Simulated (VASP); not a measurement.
```xyz
2
Lattice="2.7889 0.0000 0.0000 0.0000 2.7889 0.0000 0.0000 0.0000 2.7889" Properties=species:S:1:pos:R:3 pbc="T T T"
Cr     0.0000     0.0000     0.0000
Cr     1.3945     1.3945     1.3945
```

Calculation: LDA (Ceperley-Alder, Perdew-Zunger), VASP's LDA PAW potentials (set 64) (plane waves; VASP 6.6.1). Run with 520 eV cut-off, 12×12×12 Γ-centred mesh, first-order Methfessel-Paxton smearing of 0.10 eV, potentials Cr_pv.

Task: Predict the energy per atom (σ→0), band gap (on the k-mesh) with the smallest direct gap where there is one.

Result: 
```yaml
band gap (on the k-mesh): none (metal, semimetal or under 0.01 eV)
energy per atom (σ→0): -10.631 eV/atom
```

The absolute energy has meaning only against runs of the same code, potentials and settings.

The compound is Cr in the bcc, AFM order structure. It was relaxed first, which changed the volume by -9 %. The start is the result of an earlier pass. The run is not spin-polarised, so no magnetic state was tried.
